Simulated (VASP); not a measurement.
A convergence study with VASP on GaP (zinc blende): one setting is varied, all else stays as given below, so the limit is that of these other settings.

```xyz
2
Lattice="0.0000 2.7250 2.7250 2.7250 0.0000 2.7250 2.7250 2.7250 0.0000" Properties=species:S:1:pos:R:3 pbc="T T T"
Ga     0.0000     0.0000     0.0000
P      1.3625     1.3625     1.3625
```

Level of theory: LDA (Ceperley-Alder, Perdew-Zunger), VASP's LDA PAW potentials (set 64) (plane waves; VASP). The tightest run used: 550 eV cut-off, 13×13×13 Monkhorst-Pack mesh, Gaussian smearing of 0.050 eV, potentials Ga_d P.

Question: The settings run are 1×1×1 mesh; 2×2×2 mesh; 3×3×3 mesh; 4×4×4 mesh; 5×5×5 mesh; 6×6×6 mesh; 7×7×7 mesh; 8×8×8 mesh; 9×9×9 mesh; 10×10×10 mesh; 11×11×11 mesh; 12×12×12 mesh; 13×13×13 mesh. From which on does the energy per atom stay within 0.001 eV/atom of the tightest run?

Answer: From 8×8×8 mesh on: it is off by 0.0000 there and by no more than 0.001 in any finer run, while 7×7×7 mesh is off by 0.0035.
```tsv
setting	E (eV/atom)	pressure (GPa)	irreducible k-points	difference judged (eV/atom)
1×1×1 mesh	3.5005	47.37	1	8.7221
2×2×2 mesh	-5.1523	-2.27	2	0.0693
3×3×3 mesh	-4.9544	-1.12	4	0.2672
4×4×4 mesh	-5.2205	-2.62	10	0.0011
5×5×5 mesh	-5.1964	-2.52	10	0.0253
6×6×6 mesh	-5.2216	-2.61	28	0.0000
7×7×7 mesh	-5.2181	-2.62	20	0.0035
8×8×8 mesh	-5.2217	-2.61	60	0.0000
9×9×9 mesh	-5.2210	-2.62	35	0.0006
10×10×10 mesh	-5.2217	-2.61	110	0.0000
11×11×11 mesh	-5.2215	-2.62	56	0.0001
12×12×12 mesh	-5.2217	-2.61	182	0.0000
13×13×13 mesh	-5.2216	-2.61	84	0.0000
```

Left out are rungs that failed or repeat a setting and relaxations that didn't move; long series are thinned to 24 rows.

The compound is GaP in the zinc blende structure. The cell was not relaxed at this level.
